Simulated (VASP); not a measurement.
The input files of a VASP run:

**INCAR**
```
SYSTEM = SiO2
PREC = Accurate; ENCUT = 520; LREAL = F
LASPH = T
EDIFF = 1E-7; NELM = 100; ALGO = Normal
ISMEAR = 0; SIGMA = 0.05
GGA = CX; LUSE_VDW = T; AGGAC = 0.0
IBRION = 2; NSW = 30; ISIF = 4
EDIFFG = -0.01
LWAVE = F; LCHARG = F
```

KPOINTS:
```
Automatic mesh
0
Gamma
5 5 8
0 0 0
```

**POSCAR**
```
SiO2
1
    4.2817503224     0.0000000000     0.0000000000
    0.0000000000     4.2817503224     0.0000000000
    0.0000000000     0.0000000000     2.7426590995
Si O
2 4
Direct
  0.0000000000   0.0000000000   0.0000000000
  0.5000000000   0.5000000000   0.5000000000
  0.3055899714   0.3055899714   0.0000000000
  0.8055899714   0.1944100286   0.5000000000
  0.1944100286   0.8055899714   0.5000000000
  0.6944100286   0.6944100286   0.0000000000
```

POTCAR, in this order: Si O (PBE.64 set). Program: vasp_std.

Q: Translate this vdW-DF-cx calculation to Quantum ESPRESSO's pw.x.

A: One equivalent input (not run):
```
&CONTROL
  calculation = 'vc-relax'
  pseudo_dir = './pseudo'
  outdir = './out'
  tprnfor = .true.
  tstress = .true.
  nstep = 30
  forc_conv_thr = 0.00039
/
&SYSTEM
  ibrav = 0
  nat = 6
  ntyp = 2
  ecutwfc = 84
  occupations = 'smearing'
  smearing = 'gaussian'
  degauss = 0.003675
  input_dft = 'vdw-df-cx'
/
&ELECTRONS
  conv_thr = 7.3e-09
  electron_maxstep = 100
/
&IONS
/
&CELL
  cell_dofree = 'shape'
/
ATOMIC_SPECIES
  Si 28.085 Si.upf
  O 15.999 O.upf
CELL_PARAMETERS angstrom
     4.2817503    0.0000000    0.0000000
     0.0000000    4.2817503    0.0000000
     0.0000000    0.0000000    2.7426591
ATOMIC_POSITIONS crystal
  Si   0.0000000  0.0000000  0.0000000
  Si   0.5000000  0.5000000  0.5000000
  O    0.3055900  0.3055900  0.0000000
  O    0.8055900  0.1944100  0.5000000
  O    0.1944100  0.8055900  0.5000000
  O    0.6944100  0.6944100  0.0000000
K_POINTS automatic
  5 5 8 0 0 0
```
Limits of the translation: the potentials are each code's own (VASP's PAW set, PseudoDojo norm-conserving files in pw.x), so ENCUT and ecutwfc are chosen apart and not converted; conv_thr bounds pw.x's estimated SCF error, while EDIFF bounds the energy change between steps; forc_conv_thr acts on force components and is met together with etot_conv_thr.

The compound is SiO2 in the rutile structure, stishovite, a high-pressure form. This cell is one point of a volume scan, at 1.06 of the reference volume. Symmetry was kept, so distortions that lower it aren't found.
